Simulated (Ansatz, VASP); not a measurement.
# HfSi: VASP beside Ansatz

Aim: how closely do two programs agree when they are given the same cell, functional and k mesh? The cell is generated by rule, not measured, and may not be a known phase. The cell is taken from a series of runs on this material, whose earlier steps may have relaxed, scaled, displaced or heated it; both programs get it as it stands. Other levels of theory on this material are compared in a session of their own.

Main program and level: Ansatz 0.2.0; plane waves, with VASP 6.6.1 beside it; zone-centre phonons at LDA.

The structure was built from a prototype and need not be the compound's stable phase.

### 1. The structure

The structure is cubic, space group Pm-3m (No. 221). Conventional cell: a = 3.224 Å, b = 3.224 Å, c = 3.224 Å, α = 90.00°, β = 90.00°, γ = 90.00°. Hf has 8 Si at 2.79 Å nearest. Nearest to Si lie 8 Hf at 2.79 Å. Farther neighbours are not listed.

### 2. VASP: zone-centre phonons, LDA

Second derivatives magnify differences that forces hide, and they need a tight electronic threshold.

Lines of VASP's logs that name or quote its potential files are left out, and so is its time.

Contents of INCAR:

```
SYSTEM = HfSi
PREC = Accurate
ENCUT = 500
EDIFF = 1E-08
NELM = 120
ISMEAR = 1
SIGMA = 0.15
LREAL = .FALSE.
ALGO = Normal
GGA = PW92
NBANDS = 13
LASPH = .TRUE.
LORBIT = 11
LWAVE = .FALSE.
LCHARG = .FALSE.
ISIF = 2
IBRION = 8
GGA_COMPAT = .FALSE.
KPAR = 2
```

Contents of POSCAR:

```
HfSi
1.0
    3.2236273898      0.0000000000      0.0000000000
    0.0000000000      3.2236273898      0.0000000000
    0.0000000000      0.0000000000      3.2236273898
Hf Si
1 1
Direct
    0.0000000000      0.0000000000      0.0000000000
    0.5000000000      0.5000000000      0.5000000000
```

Contents of KPOINTS:

```
Automatic mesh
0
Gamma
12 12 12
0 0 0
```

PAW data sets: Hf_pv and Si (LDA family, release 64).

The run is started by

```
> mpirun -np 2 vasp_std
```

Numbers of over 12 decimals in the logs are rounded to 6 here.

The log of the run:

```text
[banner, memory and clock lines left out]
running    2 mpi-ranks, on    1 nodes
 distrk:  each k-point on    1 cores,    2 groups
 distr:  one band on    1 cores,    1 groups

 POSCAR found type information on POSCAR HfSi
 POSCAR found :  2 types and       2 ions
|                                                                             |
|               ----> ADVICE to this user running VASP <----                  |
|                                                                             |
|     You enforced a specific xc type in the INCAR file but a different       |
|     [... a line on the potential file left out ...]
|     I HOPE YOU KNOW WHAT YOU ARE DOING!                                     |
|                                                                             |

 LDA part: xc-table for (Slater(with rela. corr.)+PW92), standard interpolation
 POSCAR, INCAR and KPOINTS ok, starting setup
 FFT: planning ... GRIDC
 FFT: planning ... GRID_SOFT
 FFT: planning ... GRID
 WAVECAR not read
 entering main loop
       N       E                     dE             d eps       ncg     rms          rms(c)
DAV:   1     0.217828682589E+02    0.21783E+02   -0.70029E+03  2184   0.951E+02
DAV:   2    -0.169086683991E+02   -0.38692E+02   -0.37045E+02  2803   0.188E+02
DAV:   3    -0.179915874795E+02   -0.10829E+01   -0.10662E+01  2804   0.220E+01
DAV:   4    -0.179997331063E+02   -0.81456E-02   -0.81416E-02  2549   0.236E+00
DAV:   5    -0.179998160744E+02   -0.82968E-04   -0.82964E-04  2804   0.215E-01    0.448E+01
DAV:   6    -0.173574528438E+02    0.64236E+00   -0.15219E+00  2499   0.649E+00    0.294E+01
DAV:   7    -0.173021963534E+02    0.55256E-01   -0.19948E-01  2694   0.315E+00    0.351E+00
DAV:   8    -0.172974797083E+02    0.47166E-02   -0.15694E-02  2489   0.744E-01    0.607E-01
DAV:   9    -0.172973081946E+02    0.17151E-03   -0.12862E-03  2764   0.275E-01    0.201E-01
DAV:  10    -0.172973066875E+02    0.15071E-05   -0.23260E-05  2610   0.310E-02    0.471E-02
DAV:  11    -0.172973060617E+02    0.62575E-06   -0.27171E-06  2544   0.872E-03    0.104E-02
DAV:  12    -0.172973060219E+02    0.39891E-07   -0.22047E-07  2754   0.357E-03    0.146E-03
DAV:  13    -0.172973060219E+02   -0.35698E-10   -0.34204E-09  1432   0.491E-04
   1 F= -.17297306E+02 E0= -.17296726E+02  d E =-.174011E-02
 Linear response reoptimize wavefunctions to high precision
DAV:   1    -0.172973060206E+02    0.12558E-08   -0.28734E-09  2478   0.339E-04
DAV:   2    -0.172973060206E+02    0.15461E-10   -0.54299E-11  1247   0.593E-05
 Linear response DOF=           2
 Linear response progress:
  Degree of freedom:   1/  2
       N       E                     dE             d eps       ncg     rms          rms(c)
RMM:   1    -0.205239292810E+00   -0.20524E+00    0.51302E+00  5654   0.131E+01
RMM:   2    -0.212240841246E+00   -0.70015E-02   -0.34533E-02  7876   0.124E+00    0.530E-01
RMM:   3    -0.211871181184E+00    0.36966E-03   -0.21251E-03 10334   0.200E-01    0.178E-01
RMM:   4    -0.211601403748E+00    0.26978E-03   -0.15080E-04 10325   0.573E-02    0.143E-01
RMM:   5    -0.211311456258E+00    0.28995E-03   -0.35264E-05 10910   0.354E-02    0.204E-02
RMM:   6    -0.211276310854E+00    0.35145E-04   -0.25594E-06 10920   0.825E-03    0.490E-03
RMM:   7    -0.211276324921E+00   -0.14067E-07   -0.27299E-06 10214   0.425E-03    0.164E-03
RMM:   8    -0.211276237422E+00    0.87499E-07   -0.16627E-06 11053   0.111E-03    0.107E-03
RMM:   9    -0.211276700912E+00   -0.46349E-06   -0.18251E-06 11633   0.368E-04    0.556E-04
RMM:  10    -0.211277545503E+00   -0.84459E-06   -0.10372E-06 10588   0.167E-04    0.146E-04
RMM:  11    -0.211277538108E+00    0.73949E-08   -0.59052E-07 11312   0.835E-05    0.794E-06
RMM:  12    -0.211277614417E+00   -0.76309E-07   -0.34445E-07 11854   0.431E-05    0.283E-05
RMM:  13    -0.211277615592E+00   -0.11751E-08   -0.19946E-07 11270   0.251E-05    0.179E-05
RMM:  14    -0.211277614615E+00    0.97739E-09   -0.12329E-07  9405   0.155E-05    0.448E-06
RMM:  15    -0.211277624266E+00   -0.96516E-08   -0.70207E-08  7972   0.105E-05    0.115E-05
 first order change of Fermi-energy   0.14599E-03
 force on displaced ion       1 direction 1 :  -4.719  -0.000   0.000
 Linear response progress:
  Degree of freedom:   2/  2
       N       E                     dE             d eps       ncg     rms          rms(c)
RMM:   1    -0.175317340547E-01   -0.17532E-01    0.25000E-02 11122   0.949E-01
RMM:   2    -0.179074466992E-01   -0.37571E-03   -0.89201E-04  8382   0.157E-01    0.339E-01
RMM:   3    -0.179521343345E-01   -0.44688E-04   -0.33127E-04  7647   0.925E-02    0.163E-01
RMM:   4    -0.181998616387E-01   -0.24773E-03   -0.15369E-04  8320   0.552E-02    0.212E-02
RMM:   5    -0.181925541591E-01    0.73075E-05   -0.90356E-06  8515   0.201E-02    0.474E-03
RMM:   6    -0.181975345303E-01   -0.49804E-05   -0.70426E-07  8461   0.478E-03    0.184E-03
RMM:   7    -0.181927637882E-01    0.47707E-05   -0.10255E-07  8861   0.192E-03    0.616E-04
RMM:   8    -0.181954808744E-01   -0.27171E-05   -0.15520E-08  8609   0.569E-04    0.418E-04
RMM:   9    -0.181952539059E-01    0.22697E-06   -0.20466E-09  8678   0.209E-04    0.343E-05
RMM:  10    -0.181952844037E-01   -0.30498E-07   -0.13926E-09  9453   0.573E-05    0.191E-05
RMM:  11    -0.181952771143E-01    0.72894E-08   -0.86028E-10  8879   0.130E-05    0.576E-06
 first order change of Fermi-energy   0.33439E-03
 force on displaced ion       2 direction 1 :  -4.719   0.000  -0.000
 Linear response finished
```

From OUTCAR (step 2):

```text
ion  position               nearest neighbor table
   1  0.000  0.000  0.000-   2 2.79   2 2.79   2 2.79   2 2.79   2 2.79   2 2.79   2 2.79   2 2.79

  LATTYP: Found a simple cubic cell.
 ALAT       =     3.2236273898

 Subroutine GETGRP returns: Found 48 space group operations
 (whereof 48 operations were pure point group operations)

The static configuration has the point symmetry O_h .

 Found     84 irreducible k-points:

   k-points           NKPTS =     84   k-points in BZ     NKDIM =     84   number of bands    NBANDS=     13

   dimension x,y,z NGX =    24 NGY =   24 NGZ =   24
   dimension x,y,z NGXF=    48 NGYF=   48 NGZF=   48

   ENCUT  =  500.0 eV  36.75 Ry    6.06 a.u.   5.88  5.88  5.88*2*pi/ulx,y,z

   NELECT =      14.0000    total number of electrons

 k-points in reciprocal lattice and weights: Automatic mesh
   0.00000000  0.00000000  0.00000000       0.001
   0.08333333  0.00000000  0.00000000       0.003
   0.16666667  0.00000000  0.00000000       0.003
   0.25000000  0.00000000  0.00000000       0.003
   0.33333333  0.00000000  0.00000000       0.003
   0.41666667  0.00000000  0.00000000       0.003
   0.50000000  0.00000000  0.00000000       0.002
   0.08333333  0.08333333  0.00000000       0.007
   0.16666667  0.08333333  0.00000000       0.014
[...]
0.50000000  0.50000000  0.41666667       0.003
   0.50000000  0.50000000  0.50000000       0.001

 average (electrostatic) potential at core
       1 -34.6277       2 -83.1303

  Total        0.0406469      0.0406469      0.0406469     -0.0000000      0.0000000      0.0000000
  in kB        1.9440323      1.9440323      1.9440323     -0.0000000      0.0000000      0.0000000
  external PRESSURE =       1.9440323 kB  Pullay stress =       0.0000000 kB

  energy-cutoff  :      500.00
  volume of cell :       33.50
      direct lattice vectors                 reciprocal lattice vectors
     3.223627390  0.000000000  0.000000000     0.310209549  0.000000000  0.000000000
     0.000000000  3.223627390  0.000000000     0.000000000  0.310209549  0.000000000
     0.000000000  0.000000000  3.223627390     0.000000000  0.000000000  0.310209549

 POSITION                                       TOTAL-FORCE (eV/Angst)
 -----------------------------------------------------------------------------------
      0.00000      0.00000      0.00000         0.000000      0.000000      0.000000
      1.61181      1.61181      1.61181         0.000000      0.000000      0.000000
 -----------------------------------------------------------------------------------
    total drift:                               -0.000000      0.000000      0.000000

 Eigenvectors and eigenvalues of the dynamical matrix
 ----------------------------------------------------

   1 f  =    6.894154 THz    43.317250 2PiTHz  229.964239 cm-1    28.511919 meV
             X         Y         Z           dx          dy          dz
      0.000000  0.000000  0.000000    -0.000000   -0.000000   -0.368696
      1.611814  1.611814  1.611814     0.000000    0.000000    0.929550

   2 f  =    6.894154 THz    43.317250 2PiTHz  229.964239 cm-1    28.511919 meV
             X         Y         Z           dx          dy          dz
      0.000000  0.000000  0.000000    -0.000000    0.368696   -0.000000
      1.611814  1.611814  1.611814    -0.000000   -0.929550    0.000000

   3 f  =    6.894154 THz    43.317250 2PiTHz  229.964239 cm-1    28.511919 meV
             X         Y         Z           dx          dy          dz
      0.000000  0.000000  0.000000     0.368696   -0.000000   -0.000000
      1.611814  1.611814  1.611814    -0.929550    0.000000    0.000000

   4 f/i=    0.000187 THz     0.001175 2PiTHz    0.006239 cm-1     0.000773 meV
             X         Y         Z           dx          dy          dz
      0.000000  0.000000  0.000000    -0.210514    0.905399   -0.000000
      1.611814  1.611814  1.611814    -0.083498    0.359117    0.000000

   5 f/i=    0.000187 THz     0.001175 2PiTHz    0.006239 cm-1     0.000773 meV
             X         Y         Z           dx          dy          dz
      0.000000  0.000000  0.000000    -0.000000   -0.000000   -0.929550
      1.611814  1.611814  1.611814     0.000000    0.000000   -0.368696

   6 f/i=    0.000187 THz     0.001175 2PiTHz    0.006239 cm-1     0.000773 meV
             X         Y         Z           dx          dy          dz
      0.000000  0.000000  0.000000    -0.905399   -0.210514    0.000000
      1.611814  1.611814  1.611814    -0.359117   -0.083498    0.000000

 ELASTIC MODULI CONTR FROM IONIC RELAXATION (kBar)
 Direction    XX          YY          ZZ          XY          YZ          ZX
 --------------------------------------------------------------------------------
 XX           0.0000      0.0000      0.0000      0.0000      0.0000      0.0000
 YY           0.0000      0.0000      0.0000      0.0000      0.0000      0.0000
 ZZ           0.0000      0.0000      0.0000      0.0000      0.0000      0.0000
 XY           0.0000      0.0000      0.0000      0.0000      0.0000      0.0000
 YZ           0.0000      0.0000      0.0000      0.0000      0.0000      0.0000
 ZX           0.0000      0.0000      0.0000      0.0000      0.0000      0.0000
 --------------------------------------------------------------------------------
```

Energies printed during the response cycles are not total energies of the cell.

### 3. Ansatz: zone-centre phonons, LDA

Ansatz runs on its default PAW (the set named soft_2) files.

The same cell, functional (in two slightly different forms), mesh and smearing now go to Ansatz, which takes its cutoff from its data sets.

Contents of input.yaml:

```yaml
crystal:
  lattice:
    - [3.2236273898, 0.0, 0.0]
    - [0.0, 3.2236273898, 0.0]
    - [0.0, 0.0, 3.2236273898]
  atoms:
    - { symbol: Hf, position: [0.0, 0.0, 0.0] }
    - { symbol: Si, position: [0.5, 0.5, 0.5] }
kpoints:
  mp_grid: { grid: [12, 12, 12] }
hamiltonian:
  xc: lda
scf:
  occupations: { method: methfessel_paxton, width: 0.15 }
output:
  eigenvalues: true
phonons:
  method: dfpt
```

The run is started by

```
> ansatz run input.yaml --threads 4 --pin off --max-ram 7168MiB --backend cpu --events-out ev --progress --plain --runs-dir out
```

The log of the run:

```text
Engine: ansatz 0.2.0, aarch64-unknown-linux-gnu
Pseudopotentials: kind: paw
Pseudopotential: Hf, paw, valence charge 26, recommended cutoff 420 eV (normal), Hf.paw.azcp
Pseudopotential: Si, paw, valence charge 4, recommended cutoff 420 eV (normal), Si.paw.azcp
Functional definition: SPW92
  exchange = slater_x
  correlation = pw_c
Crystal: 2 atoms, lattice volume = 33.499 Å³
Basis set: ecut = 420 eV, 691 PW (Γ), exchange–correlation on 48×48×48 points (8 copies of the dense FFT grid, shifted against one another)
Bands: 19, of which v1, the nominal top of the filled ones, is band 15 counted from 1 (14 counted from 0)
Symmetry: 48 space group operations
k-points: 196 of 1728 (irreducible under 8 space group operations, time reversal used)
Non-local potential: Hf, projectors of the file, l = 0: 3, l = 1: 2, l = 2: 2, l = 3: 3
Non-local potential: Si, projectors of the file, l = 0: 2, l = 1: 2, l = 2: 2
PAW form: soft (Blöchl's): semilocal exchange-correlation on the pseudo side does not see the compensation charge
PAW frozen core: Hf, regenerated for the run's functional, and the local potential with it (the file was generated under x = pbe(κ = 0.804, μ = 0.219515), c = pbe(β = 0.066725))
PAW frozen core: Si, regenerated for the run's functional, and the local potential with it (the file was generated under x = pbe(κ = 0.804, μ = 0.219515), c = pbe(β = 0.066725))
PAW one-centre angular grid: Hf, 590 points (default); XC on 64 Gauss nodes
PAW one-centre angular grid: Si, 110 points (default); XC on 64 Gauss nodes
Initial density: superposition of atomic densities (neutral atoms: chi_scale 0, normalization atom), corrected by the library's trained network
Initial wavefunctions: pseudopotential atomic-orbital guess
Functional: x = slater, c = lda
SCF iter   1: F=—  HF=-16086.151863 eV  |F-HF|=—  |Δ(HF+E_count)|=         —  Δρ=7.26e-3  dr2=1.96e-2  ethr=1.77e-3  ⟨swp⟩=4.9  Hψ=15936  notcnv=0
preconditioner: auto → none  [metal: Δε(μ)=0.017 eV  Ē_g=16.641 eV  σ=0.150 eV  W_gap=0.09  n_scr=6 (ndim 8)  ℏωp=33.9 eV  f_vac=0.000  D(μ)=2.90/eV (n_scr^D=32)  sad-step TF]
SCF iter   2: F=—  HF=-16086.148514 eV  |F-HF|=—  |Δ(HF+E_count)|=   3.35e-3  S|Δr|=    0.00e0  Δρ=4.13e-3  dr2=5.47e-3  ethr=6.55e-5  ⟨swp⟩=1.1  Hψ=5402  notcnv=0
SCF iter   3: F=—  HF=-16086.147805 eV  |F-HF|=—  |Δ(HF+E_count)|=   7.09e-4  S|Δr|=    0.00e0  Δρ=1.03e-3  dr2=2.58e-4  ethr=1.82e-5  ⟨swp⟩=2.0  Hψ=5865  notcnv=0  defer=1
SCF iter   4: F=—  HF=-16086.147231 eV  |F-HF|=—  |Δ(HF+E_count)|=   5.74e-4  S|Δr|=    0.00e0  Δρ=2.75e-4  dr2=2.29e-5  ethr=8.61e-7  ⟨swp⟩=2.0  Hψ=6695  notcnv=0  defer=1
SCF iter   5: F=—  HF=-16086.147238 eV  |F-HF|=—  |Δ(HF+E_count)|=   6.87e-6  S|Δr|=    0.00e0  Δρ=7.64e-5  dr2=1.30e-6  ethr=7.63e-8  ⟨swp⟩=2.0  Hψ=6676  notcnv=0  defer=1
SCF iter   6: F=—  HF=-16086.147237 eV  |F-HF|=—  |Δ(HF+E_count)|=   1.31e-6  S|Δr|=    0.00e0  Δρ=2.14e-5  dr2=2.68e-7  ethr=4.33e-9  ⟨swp⟩=2.0  Hψ=6722  notcnv=0  defer=1
SCF iter   7: F=—  HF=-16086.147236 eV  |F-HF|=—  |Δ(HF+E_count)|=   6.65e-8  S|Δr|=    0.00e0  Δρ=9.72e-7  dr2=1.08e-10  ethr=8.92e-10  ⟨swp⟩=2.0  Hψ=4532  notcnv=0  defer=1
SCF iter   8: F=-16086.147236 eV  HF=-16086.147236 eV  |F-HF|=1.09e-11  |Δ(HF+E_count)|=  2.00e-10  S|Δr|=    0.00e0  Δρ=1.91e-7  dr2=6.61e-12  ethr=1.00e-12  ⟨swp⟩=6.2  Hψ=19118  notcnv=0
SCF 1 converged in 8 iterations: F = -16086.147236 eV  dr2 = 6.61e-12
  greatest PAW one-centre occupation: 0.998 electrons in one spin orbital (limit 2), on the Hf atom at site 0 (counted from 0), in its partial waves of l = 3
DFPT response loops at Γ: preconditioner auto → Kerker (q_TF=auto, 2.679 Å⁻¹) (partly filled bands, converged f_vac=0.000); β = 1.00, the filter's whole step (`scf.mixing.beta` (0.50) is not read by the response loops under this deck's `scf.mixing.preconditioner`; to damp them name `kerker` or `kerker_dos`, under which they read `scf.mixing.beta`, and type it under 1.00, their step now; both keys bind the ground state too); Broyden in place of MSR1
SCF converged after 8 iterations
Stability not checked: this state was not tested for a lower state beside it, because cold or Methfessel-Paxton smearing, or corrected tetrahedra, fill the levels in a way that the test cannot read (fill_not_monotonic; see scf.lower_state_search)
Free energy (F): -16086.147236 eV
Harris-Foulkes:  -16086.147236 eV  (|F-HF|=1.09e-11)
Internal energy: -16086.145729 eV  (E = F + TS)
E sigma→0 (E₀):  -16086.146860 eV
Entropy (-TS):   -0.001507 eV (-0.754 meV/atom)
Fermi energy:    17.568403 eV
--- Per-component energies (eV) ---
  E_band       = 28.114613
  E_kinetic    = 469.905199
  E_local      = -5806.455849  (includes V_loc(G=0)·N_el)
  E_nonlocal   = -1205.686926
  E_hartree    = 2737.999877
  E_xc         = -354.757660
  E_vxc        = -316.842936  (∫ρ·V_xc dr)
  E_paw        = -7171.960730  (= ΣΔE_a)
  E_vpaw       = 1411.195129  (= ΣTr[D̂ρ^β])
  E_aug_tail   = 0.000005  (compensation charges beyond the density's cutoff)
  E_ewald      = -4757.731218
  E_core_change = 2.541573  (= ΣΔE_core)
  E_smearing   = -0.001507  (= −TS)
  E_closure    = -0.000000  (closes the sum)
  Σ components = -16086.147236   (vs F -16086.147236, Δ=0.00e0)
--- Band table (eV; the first three rows and the last of 196) ---
  k-point 0: bands = [... 11 lower, 6.2263, 15.5836, 15.5836, 19.7264, 19.7264, 19.7264, 21.3896, 21.3896]
  k-point 1: bands = [... 11 lower, 6.3519, 15.4722, 15.6520, 19.3348, 19.3348, 19.5211, 21.4295, 21.8168]
  k-point 2: bands = [... 11 lower, 6.7185, 14.9765, 15.8497, 18.6466, 18.6466, 19.4387, 21.5417, 22.6295]
  k-point 195: bands = [... 11 lower, 12.8115, 12.8115, 12.8115, 13.3287, 21.2372, 21.2372, 21.2372, 24.0724]
--- Phonons (Γ-DFPT): 2 representative perturbations + reference, on 196 of 1728 k-points (Σ response iterations 6) ---
  k mesh reduced under 8 symmetry operations, with k and −k counted as one. Each operation leaves every solved perturbation unchanged. A smaller set is not used because it would not reduce the number of displacements times k-points to solve
  ASR residual: 9.338e-5 → 0.000e0 eV/Å²; symmetrization residual: 5.487e-7 eV/Å²
  ASR residual per site (eV/Å²): 9.34e-5 1.75e-5
  Γ frequencies (cm⁻¹): 0.00 0.00 0.00 226.98 226.98 226.98
  non-analytic LO–TO correction: not included (Born effective charges unavailable; polar crystals: no LO–TO splitting at Γ)
```

In the SCF lines HF is the Harris–Foulkes energy and dr2 the Hartree energy of the density residual, in eV; the loop may stop once dr2 is under the threshold and the program's other checks hold. Hψ counts applications of the Hamiltonian.

### 4. Side by side

Known differences besides the potentials themselves: the data sets hold 30 valence electrons in Ansatz (on its default PAW (the set named soft_2) files) and 14 in VASP; the cutoff is 420 eV in Ansatz and 500 eV in VASP; VASP's log shows a relativistic correction to its local exchange, Ansatz's none. Total energies have different zeros and are not compared.

The two programs side by side:

| quantity | Ansatz | VASP | difference |
| --- | --- | --- | --- |
| optical mode 1 to 3 (cm⁻¹) | 227.0 | 230.0 | -1.30 % |

Modes are paired by rising frequency, not by their patterns, so a pair may set unlike modes beside each other; they are those without the splitting of longitudinal modes.

### 5. Outcome

| Quantity | Value |
| --- | --- |
| r.m.s. difference of the optical zone-centre modes, each program's sorted by frequency (zone-centre phonons, LDA) | 3.0 cm⁻¹ |
| difference in optical mode 1 to 3 (zone-centre phonons, LDA) | -1.3 % |

**Reading.** The r.m.s. difference of the optical zone-centre modes, each program's sorted by frequency is 3.0 cm⁻¹ (zone-centre phonons, LDA). The data sets hold unlike numbers of valence electrons (30 in Ansatz and 14 in VASP), so part of the differences comes from the potentials. Among the rows given in per cent, the largest difference of the zone-centre phonons, LDA pair is in optical mode 1 to 3, -1.3 %. 6 further runs of this series are not shown here. How closely two codes agree says nothing of how well the functional describes the real material.

[Lines on the potential files, build, host, timing and source positions are cut from VASP's logs without a mark.]

[Logs are printed without paths, hosts, clocks, repeated set-up lines and the standing remarks that a program may print on its own settings, such as how far it seeks lower states.]

[Hosts, paths, dates, database ids (printed as entryN), source tags and the programs' standing remarks are cut or masked in the printed files.]
